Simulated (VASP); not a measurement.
Input:

```
CELL_PARAMETERS angstrom
      0.00000     2.18367     2.18367
      2.18367     0.00000     2.18367
      2.18367     2.18367     0.00000
ATOMIC_POSITIONS crystal
  Al 0.00000 0.00000 0.00000
  N  0.25000 0.25000 0.25000
```

Computed with PBE GGA with D4 dispersion, VASP's PBE PAW potentials (set 64) (plane waves; VASP). Run with 520 eV cut-off, 12×12×12 Γ-centred mesh, tetrahedra with Blöchl corrections, potentials Al N.

**Question.** Estimate the energy per atom (σ→0), band gap (on the k-mesh) with the smallest direct gap where there is one.

**Answer.** 
```
Property                                      Value
-----------------------------------  --------------
band gap (on the k-mesh)                    3.32 eV
smallest direct gap (on the k-mesh)         4.20 eV
energy per atom (σ→0)                -7.728 eV/atom
```

Total energies compare only between runs with the same potentials, cut-off and functional.

The compound is AlN in the zinc blende structure, a metastable form; wurtzite is the usual one. It was relaxed first.
